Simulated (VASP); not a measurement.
Input of a VASP 6.6.1 run:

Contents of INCAR:

```
PREC     = Accurate       # precision mode
ENCUT    = 520            # plane-wave cutoff, eV
EDIFF    = 1E-7           # SCF threshold, eV
ISMEAR   = -1             # smearing method
SIGMA    = 0.05           # smearing width, eV
LREAL    = F              # projectors in reciprocal space
LASPH    = T              # aspherical terms in the spheres
NELM     = 60             # most SCF steps
ALGO     = Normal         # electronic algorithm
ISIF     = 2              # what is computed and relaxed
LWAVE    = F              # write WAVECAR
LCHARG   = F              # write CHGCAR
GGA      = PE             # functional
NBANDS   = 25             # bands
```

File KPOINTS:

```
Automatic mesh
0
Gamma
  9 9 9
```

File POSCAR:

```
SrWN2
1.0
    1.8344179100      1.0591016700      6.1995566400
   -1.8344179100      1.0591016700      6.1995566400
    0.0000000000     -2.1182033500      6.1995566400
Sr W N
1 1 2
Direct
    0.5000000000      0.5000000000      0.5000000000
    0.0000000000      0.0000000000      0.0000000000
    0.2313000000      0.2313000000      0.2313000000
    0.7687000000      0.7687000000      0.7687000000
```

Potentials or basis: VASP PAW PBE potentials, release 64 (Sr_sv, W_sv, N).

Run with:

```sh
$ cat potpaw_PBE.64/Sr_sv/POTCAR potpaw_PBE.64/W_sv/POTCAR potpaw_PBE.64/N/POTCAR > POTCAR
$ mpirun -np 1 vasp_std > vasp.out
```

Task: What does it give for the largest force?

Result: 5.272 eV/Å.

Task: Estimate the band gap on the k mesh.

Result: None (metal or under the smearing width).

Task: Predict the pressure.

Result: -20.7 GPa.

Stress tensor (GPa, compression positive):
```
-18.09   0.00   0.00
  0.00 -18.09   0.00
  0.00   0.00 -25.95
```

Caveat: so large a pressure means that the cell lies far from this level's equilibrium, or that cutoff or potentials fall short; forces of over 1 eV/Å show positions far from the minimum, so gaps and moduli don't describe the material at rest. The run has no spin-orbit coupling, so splittings on W are missing.
